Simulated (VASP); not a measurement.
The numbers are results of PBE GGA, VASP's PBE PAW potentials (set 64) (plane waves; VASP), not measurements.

VASP ran on this input.

File POSCAR:
```
Al35GeN35
1
    4.6932676572    -8.1289780179     0.0000000000
    4.6932676572     8.1289780179     0.0000000000
    0.0000000000     0.0000000000    10.0192026156
Al N Ge
35 35 1
Direct
  0.2222220000   0.1111110000   0.2500000000
  0.1111110000   0.2222220000   0.0000000000
  0.2222220000   0.1111110000   0.7500000000
  0.1127410000   0.2249590000   0.4954810000
  0.2186180000   0.4470210000   0.2466110000
  0.1111110000   0.5555560000   0.0000000000
  0.2229840000   0.4395760000   0.7473750000
  0.1112370000   0.5591770000   0.5019600000
  0.2222220000   0.7777780000   0.2500000000
  0.1111110000   0.8888890000   0.0000000000
  0.2222220000   0.7777780000   0.7500000000
  0.1111110000   0.8888890000   0.5000000000
  0.5555560000   0.1111110000   0.2500000000
  0.4444440000   0.2222220000   0.0000000000
  0.5555560000   0.1111110000   0.7500000000
  0.4444440000   0.2222220000   0.5000000000
  0.5555560000   0.4444440000   0.2500000000
  0.4444440000   0.5555560000   0.0000000000
  0.5555560000   0.4444440000   0.7500000000
  0.5555560000   0.7777780000   0.2500000000
  0.4444440000   0.8888890000   0.0000000000
  0.5555560000   0.7777780000   0.7500000000
  0.4444440000   0.8888890000   0.5000000000
  0.8888890000   0.1111110000   0.2500000000
  0.7777780000   0.2222220000   0.0000000000
  0.8888890000   0.1111110000   0.7500000000
  0.7777780000   0.2222220000   0.5000000000
  0.8888890000   0.4444440000   0.2500000000
  0.7777780000   0.5555560000   0.0000000000
  0.8888890000   0.4444440000   0.7500000000
  0.7777780000   0.5555560000   0.5000000000
  0.8888890000   0.7777780000   0.2500000000
  0.7777780000   0.8888890000   0.0000000000
  0.8888890000   0.7777780000   0.7500000000
  0.7777780000   0.8888890000   0.5000000000
  0.2152950000   0.1094870000   0.4420950000
  0.1146720000   0.2207310000   0.1894460000
  0.2222220000   0.1111110000   0.9410000000
  0.1042570000   0.2203500000   0.6906080000
  0.1059130000   0.5507890000   0.1876520000
  0.2222220000   0.4444440000   0.9410000000
  0.1091800000   0.5531680000   0.6958670000
  0.2255860000   0.7806110000   0.4360490000
  0.1111110000   0.8888890000   0.1910000000
  0.2222220000   0.7777780000   0.9410000000
  0.1111110000   0.8888890000   0.6910000000
  0.5555560000   0.1111110000   0.4410000000
  0.4444440000   0.2222220000   0.1910000000
  0.5555560000   0.1111110000   0.9410000000
  0.4444440000   0.2222220000   0.6910000000
  0.5585230000   0.4448180000   0.4398790000
  0.4422270000   0.5497840000   0.1935610000
  0.5555560000   0.4444440000   0.9410000000
  0.4475080000   0.5547260000   0.6898080000
  0.5601990000   0.7826220000   0.4434220000
  0.4444440000   0.8888890000   0.1910000000
  0.5555560000   0.7777780000   0.9410000000
  0.4444440000   0.8888890000   0.6910000000
  0.8888890000   0.1111110000   0.4410000000
  0.7777780000   0.2222220000   0.1910000000
  0.8888890000   0.1111110000   0.9410000000
  0.7777780000   0.2222220000   0.6910000000
  0.8888890000   0.4444440000   0.4410000000
  0.7777780000   0.5555560000   0.1910000000
  0.8888890000   0.4444440000   0.9410000000
  0.7777780000   0.5555560000   0.6910000000
  0.8888890000   0.7777780000   0.4410000000
  0.7777780000   0.8888890000   0.1910000000
  0.8888890000   0.7777780000   0.9410000000
  0.7777780000   0.8888890000   0.6910000000
  0.4423990000   0.5489030000   0.4990630000
```

File KPOINTS:
```
Automatic mesh
0
G
  1 1 1
```

INCAR:
```
SIGMA = 0.05
ISMEAR = 0   ! Gaussian
ISIF = 2
NELMIN = 4
EDIFF = 1E-5   ! SCF stop (eV)
LMAXMIX = 4   ! l cut-off of mixed one-centre charges
LREAL = Auto
LCHARG = .FALSE.
LASPH = .TRUE.   ! aspherical one-centre terms
ALGO = Fast   ! Davidson, then RMM-DIIS
ENCUT = 400
NSW = 70   ! most ionic steps
PREC = Normal
GGA = PE   ! PBE
IBRION = 2
LWAVE = .FALSE.
NELECT = 286.0
NELM = 100   ! most electronic steps
SYSTEM = Al35GeN35
ISYM = 0
EDIFFG = -0.03   ! ionic stop
```

POTCAR, in this order: Al N Ge (PBE.64 set). Program: vasp_gam.

What VASP printed:

OSZICAR:
```
...
       N       E                     dE             d eps       ncg     rms          rms(c)
DAV:   1    -0.498911627875E+03   -0.17855E-01   -0.10938E+01   360   0.788E+00    0.506E-01
RMM:   2    -0.498923775774E+03   -0.12148E-01   -0.17467E-01   360   0.900E-01    0.291E-01
RMM:   3    -0.498923162124E+03    0.61365E-03   -0.20603E-02   363   0.308E-01    0.185E-01
RMM:   4    -0.498922475522E+03    0.68660E-03   -0.69868E-03   361   0.167E-01    0.499E-02
RMM:   5    -0.498922556859E+03   -0.81337E-04   -0.10685E-03   382   0.634E-02    0.347E-02
RMM:   6    -0.498922570494E+03   -0.13635E-04   -0.18532E-04   371   0.284E-02    0.159E-02
RMM:   7    -0.498922570691E+03   -0.19620E-06   -0.33696E-05   253   0.129E-02
  19 F= -.49892257E+03 E0= -.49892257E+03  d E =-.701270E-01
       N       E                     dE             d eps       ncg     rms          rms(c)
DAV:   1    -0.498943624107E+03   -0.21054E-01   -0.41396E+00   368   0.500E+00    0.306E-01
RMM:   2    -0.498947733435E+03   -0.41093E-02   -0.62319E-02   360   0.545E-01    0.169E-01
RMM:   3    -0.498947460140E+03    0.27330E-03   -0.75732E-03   362   0.192E-01    0.106E-01
RMM:   4    -0.498947217455E+03    0.24268E-03   -0.24988E-03   361   0.100E-01    0.299E-02
RMM:   5    -0.498947259754E+03   -0.42299E-04   -0.48907E-04   387   0.396E-02    0.213E-02
RMM:   6    -0.498947263488E+03   -0.37341E-05   -0.55542E-05   289   0.161E-02
  20 F= -.49894726E+03 E0= -.49894726E+03  d E =-.246928E-01
       N       E                     dE             d eps       ncg     rms          rms(c)
DAV:   1    -0.498951151563E+03   -0.38918E-02   -0.21729E+00   360   0.362E+00    0.222E-01
RMM:   2    -0.498953301444E+03   -0.21499E-02   -0.32732E-02   360   0.395E-01    0.122E-01
RMM:   3    -0.498953154901E+03    0.14654E-03   -0.40013E-03   362   0.140E-01    0.769E-02
RMM:   4    -0.498953030491E+03    0.12441E-03   -0.13108E-03   361   0.726E-02    0.221E-02
RMM:   5    -0.498953053260E+03   -0.22770E-04   -0.25972E-04   386   0.288E-02    0.155E-02
RMM:   6    -0.498953055191E+03   -0.19304E-05   -0.28098E-05   243   0.117E-02
  21 F= -.49895306E+03 E0= -.49895306E+03  d E =-.304845E-01
       N       E                     dE             d eps       ncg     rms          rms(c)
DAV:   1    -0.498963614440E+03   -0.10561E-01   -0.19333E+00   360   0.354E+00    0.217E-01
RMM:   2    -0.498965692425E+03   -0.20780E-02   -0.30678E-02   360   0.392E-01    0.118E-01
RMM:   3    -0.498965588454E+03    0.10397E-03   -0.36249E-03   361   0.138E-01    0.762E-02
RMM:   4    -0.498965479558E+03    0.10890E-03   -0.12593E-03   360   0.725E-02    0.215E-02
RMM:   5    -0.498965501762E+03   -0.22204E-04   -0.24949E-04   387   0.288E-02    0.158E-02
RMM:   6    -0.498965503847E+03   -0.20855E-05   -0.27847E-05   239   0.117E-02
  22 F= -.49896550E+03 E0= -.49896550E+03  d E =-.124487E-01
       N       E                     dE             d eps       ncg     rms          rms(c)
DAV:   1    -0.498967649742E+03   -0.21480E-02   -0.12736E+00   368   0.287E+00    0.177E-01
RMM:   2    -0.498969014353E+03   -0.13646E-02   -0.20202E-02   360   0.318E-01    0.962E-02
RMM:   3    -0.498968945152E+03    0.69202E-04   -0.23973E-03   361   0.112E-01    0.619E-02
RMM:   4    -0.498968875039E+03    0.70112E-04   -0.82780E-04   360   0.589E-02    0.177E-02
RMM:   5    -0.498968889975E+03   -0.14935E-04   -0.16582E-04   364   0.235E-02    0.130E-02
RMM:   6    -0.498968891284E+03   -0.13094E-05   -0.17271E-05   225   0.932E-03
  23 F= -.49896889E+03 E0= -.49896889E+03  d E =-.158361E-01
       N       E                     dE             d eps       ncg     rms          rms(c)
DAV:   1    -0.498975920563E+03   -0.70306E-02   -0.20317E+00   360   0.366E+00    0.224E-01
RMM:   2    -0.498978014983E+03   -0.20944E-02   -0.30821E-02   360   0.396E-01    0.117E-01
RMM:   3    -0.498977946451E+03    0.68531E-04   -0.37600E-03   362   0.141E-01    0.746E-02
RMM:   4    -0.498977854327E+03    0.92124E-04   -0.11429E-03   360   0.705E-02    0.218E-02
RMM:   5    -0.498977875192E+03   -0.20865E-04   -0.22609E-04   386   0.281E-02    0.152E-02
RMM:   6    -0.498977877252E+03   -0.20603E-05   -0.25580E-05   239   0.114E-02
  24 F= -.49897788E+03 E0= -.49897788E+03  d E =-.898597E-02
       N       E                     dE             d eps       ncg     rms          rms(c)
DAV:   1    -0.498978730989E+03   -0.85580E-03   -0.59083E-01   384   0.197E+00    0.121E-01
RMM:   2    -0.498979339884E+03   -0.60890E-03   -0.89808E-03   360   0.214E-01    0.633E-02
RMM:   3    -0.498979320394E+03    0.19490E-04   -0.11039E-03   362   0.761E-02    0.403E-02
RMM:   4    -0.498979294374E+03    0.26021E-04   -0.33378E-04   360   0.381E-02    0.120E-02
RMM:   5    -0.498979300502E+03   -0.61283E-05   -0.65514E-05   287   0.153E-02
  25 F= -.49897930E+03 E0= -.49897930E+03  d E =-.104092E-01
       N       E                     dE             d eps       ncg     rms          rms(c)
DAV:   1    -0.498982929254E+03   -0.36349E-02   -0.11631E+00   360   0.278E+00    0.178E-01
RMM:   2    -0.498984144209E+03   -0.12150E-02   -0.18794E-02   360   0.313E-01    0.950E-02
RMM:   3    -0.498984098818E+03    0.45391E-04   -0.22740E-03   361   0.111E-01    0.606E-02
RMM:   4    -0.498984050048E+03    0.48769E-04   -0.75559E-04   361   0.564E-02    0.190E-02
RMM:   5    -0.498984061497E+03   -0.11449E-04   -0.13545E-04   355   0.224E-02    0.131E-02
RMM:   6    -0.498984062954E+03   -0.14568E-05   -0.17449E-05   223   0.928E-03
  26 F= -.49898406E+03 E0= -.49898406E+03  d E =-.476245E-02
       N       E                     dE             d eps       ncg     rms          rms(c)
DAV:   1    -0.498984169729E+03   -0.10823E-03   -0.56193E-02   408   0.609E-01    0.391E-02
RMM:   2    -0.498984228620E+03   -0.58891E-04   -0.91007E-04   360   0.687E-02    0.210E-02
RMM:   3    -0.498984226919E+03    0.17009E-05   -0.11431E-04   349   0.247E-02    0.135E-02
RMM:   4    -0.498984224698E+03    0.22209E-05   -0.34547E-05   255   0.123E-02
  27 F= -.49898422E+03 E0= -.49898422E+03  d E =-.492420E-02
       N       E                     dE             d eps       ncg     rms          rms(c)
DAV:   1    -0.498985540306E+03   -0.13134E-02   -0.41567E-01   360   0.165E+00    0.109E-01
RMM:   2    -0.498985952248E+03   -0.41194E-03   -0.67639E-03   360   0.187E-01    0.577E-02
RMM:   3    -0.498985928412E+03    0.23836E-04   -0.84564E-04   361   0.671E-02    0.360E-02
RMM:   4    -0.498985912434E+03    0.15978E-04   -0.28091E-04   361   0.338E-02    0.119E-02
RMM:   5    -0.498985916726E+03   -0.42926E-05   -0.50080E-05   271   0.136E-02
  28 F= -.49898592E+03 E0= -.49898592E+03  d E =-.169203E-02
       N       E                     dE             d eps       ncg     rms          rms(c)
DAV:   1    -0.498985924550E+03   -0.12116E-04   -0.30182E-03   432   0.141E-01    0.986E-03
RMM:   2    -0.498985928039E+03   -0.34887E-05   -0.52920E-05   274   0.168E-02    0.577E-03
RMM:   3    -0.498985928052E+03   -0.13406E-07   -0.73374E-06   203   0.626E-03    0.384E-03
RMM:   4    -0.498985928020E+03    0.32634E-07   -0.20971E-06   195   0.296E-03
  29 F= -.49898593E+03 E0= -.49898593E+03  d E =-.170332E-02
       N       E                     dE             d eps       ncg     rms          rms(c)
DAV:   1    -0.498986551827E+03   -0.62377E-03   -0.21599E-01   360   0.120E+00    0.763E-02
RMM:   2    -0.498986777613E+03   -0.22579E-03   -0.33923E-03   360   0.133E-01    0.394E-02
RMM:   3    -0.498986764596E+03    0.13017E-04   -0.40207E-04   361   0.467E-02    0.243E-02
RMM:   4    -0.498986754391E+03    0.10205E-04   -0.12832E-04   353   0.235E-02    0.765E-03
RMM:   5    -0.498986756300E+03   -0.19090E-05   -0.21740E-05   233   0.935E-03
  30 F= -.49898676E+03 E0= -.49898676E+03  d E =-.828280E-03
```

File OUTCAR:
```
------------------------ aborting loop because EDIFF is reached ----------------------------------------
  FORCE on cell =-STRESS in cart. coord.  units (eV):
  Direction    XX          YY          ZZ          XY          YZ          ZX
  --------------------------------------------------------------------------------------
  Total       18.2382724     13.6454568     14.4119820     -4.2680479      1.4131196     -2.4097371
  in kB       38.2225673     28.5972476     30.2036805     -8.9446930      2.9615228     -5.0501679
  external PRESSURE =      32.3411651 kB  Pullay stress =       0.0000000 kB
  volume of cell :      764.49
      direct lattice vectors                 reciprocal lattice vectors
     4.693267657 -8.128978018  0.000000000     0.106535582 -0.061508347  0.000000000
     4.693267657  8.128978018  0.000000000     0.106535582  0.061508347  0.000000000
     0.000000000  0.000000000 10.019202616     0.000000000  0.000000000  0.099808342
  FREE ENERGIE OF THE ION-ELECTRON SYSTEM (eV)
  ---------------------------------------------------
  free  energy   TOTEN  =      -498.9867562999 eV

  energy  without entropy=     -498.9867562999  energy(sigma->0) =     -498.98675630

 reached required accuracy - stopping structural energy minimisation
```
(Selected blocks of OUTCAR.)

### CONTCAR
```
Al35GeN35
   1.00000000000000
     4.6932676571999998   -8.1289780178999997    0.0000000000000000
     4.6932676571999998    8.1289780178999997    0.0000000000000000
     0.0000000000000000    0.0000000000000000   10.0192026155999994
  Al              N               Ge
    35    35     1
Direct
     0.2221038121962251    0.1136839402074534    0.2523396348366762
     0.1117997214451139    0.2234267854734291    0.9988451349993233
     0.2222606882304012    0.1114296085565213    0.7495703492686889
     0.1016461190722813    0.2376600965693823    0.5037344046565968
     0.2385229694306521    0.4524149901727970    0.2407669589880008
     0.1118027789265798    0.5547915916973565    0.9987623507121054
     0.2244909516814366    0.4454269113518712    0.7465030537845325
     0.1017247370543360    0.5304748492080096    0.5038552752061155
     0.2220871393295241    0.7747413515621420    0.2522798561589560
     0.1128089653389983    0.8896815471829641    0.0013796414703805
     0.2222701470254619    0.7773898521991658    0.7496679519714166
     0.1099783748081157    0.8881383820291554    0.5005791252773796
     0.5547607662896873    0.1105747504914066    0.2524900385378249
     0.4453894369530433    0.2201576932114828    0.0018716965267930
     0.5547283331262574    0.1106151683114866    0.7488850876767990
     0.4421982841160662    0.2241821479842808    0.4985337262633083
     0.5563488894274524    0.4467533029247664    0.2399488370883937
     0.4493789860636586    0.5579665646313406    0.9681412516467819
     0.5588369649217517    0.4427460892136375    0.7562758535781143
     0.5562874189024513    0.7758811808906165    0.2400289860529829
     0.4454087535025482    0.8917599194502124    0.0018851311270352
     0.5588948147291406    0.7826755084288859    0.7563008119410191
     0.4421420950418101    0.8843266678479271    0.4985407402165668
     0.8916917879943468    0.1132000145753904    0.2515675208137250
     0.7776970742371481    0.2220981522089809    0.0003006350916729
     0.8884807780398433    0.1104480179787060    0.7512828125977836
     0.7757615141690025    0.2210841999184341    0.4991600215723182
     0.8918220252815997    0.4449218039079604    0.2515107489391560
     0.7816419629400252    0.5557577011783401    0.0021234738053221
     0.8884334321379223    0.4444760993441693    0.7512199366866728
     0.7733888078792261    0.5547007962512051    0.4985026314462467
     0.8906381927498237    0.7784994648283804    0.2511246122128362
     0.7816224678561479    0.8923516178737693    0.0021717550108059
     0.8883391650519837    0.7773847073098165    0.7493170207992725
     0.7733394623150659    0.8850125009259445    0.4985390626548998
     0.2179113719907636    0.1167539356167350    0.4436641401217746
     0.1124479038193829    0.2226324333440217    0.1894835579313026
     0.2234831504428801    0.1108979135475550    0.9415645424852881
     0.1085527338655885    0.2180911797310158    0.6962683605415865
     0.1124580904854295    0.5560860567838050    0.1893269459401497
     0.2136537041529635    0.4400000679667747    0.9425597589260418
     0.1086243027565416    0.5570217584672095    0.6963427978701640
     0.2178964742391882    0.7675501878563843    0.4436026877846926
     0.1131882515799158    0.8897597072653657    0.1937293398286449
     0.2235067049913747    0.7791340554258077    0.9416110764122261
     0.1113829559469593    0.8889449634914278    0.6915131230452856
     0.5509406972745322    0.1086224792643000    0.4431244553726319
     0.4430866671307441    0.2193246889729021    0.1916005380551123
     0.5559312102210956    0.1112166806548832    0.9403601743776812
     0.4445493835966962    0.2226127337863114    0.6900605393368389
     0.5594081307638086    0.4379479725698118    0.4301923535117295
     0.4565872614427647    0.5614521025986106    0.1644516517472377
     0.5651902529878543    0.4363738329189745    0.9460446323070767
     0.4515882450998362    0.5590640318737281    0.7592336106861858
     0.5591730015451341    0.7875325600685905    0.4303419233297718
     0.4431236074420379    0.8901009763950427    0.1916763592917403
     0.5652551475344091    0.7954014423499375    0.9460302408457311
     0.4445624108350155    0.8884411831483786    0.6900987542298768
     0.8811837844670760    0.1037289379705823    0.4410623085710508
     0.7773464747044683    0.2218474558745990    0.1920247005822122
     0.8894747091549737    0.1120346843987733    0.9419321481586984
     0.7771453335507362    0.2217771062801830    0.6917250158691485
     0.8813687162735985    0.4439153542874997    0.4410504102589984
     0.7839357736187180    0.5581789280457532    0.1913045427174492
     0.8894546955457557    0.4438974313862627    0.9418877264972928
     0.7777174541451117    0.5555469606252064    0.6901514146210076
     0.8882614115248400    0.7773555055517835    0.4420736037887014
     0.7838646482080935    0.8921104725199716    0.1913576683282387
     0.8904469353382976    0.7784593440690587    0.9411323190999463
     0.7777469504826965    0.8886715633628045    0.6901712808045856
     0.3999426345755712    0.5329563356325668    0.4671161671074450
```

At this cut-off the stress carries a Pulay error, which pulls relaxed volumes low. The cell is charged, with a uniform compensating background. The supercell is sampled at Γ alone, which is coarse: total energies, pressure and levels can be off, energies of defects by several tenths of an eV.

The cell is a supercell with a defect, built from AlN (wurtzite): Ge_Al-vac_N, charge -2. The run is not spin-polarised, so no state with unpaired spins was tried.
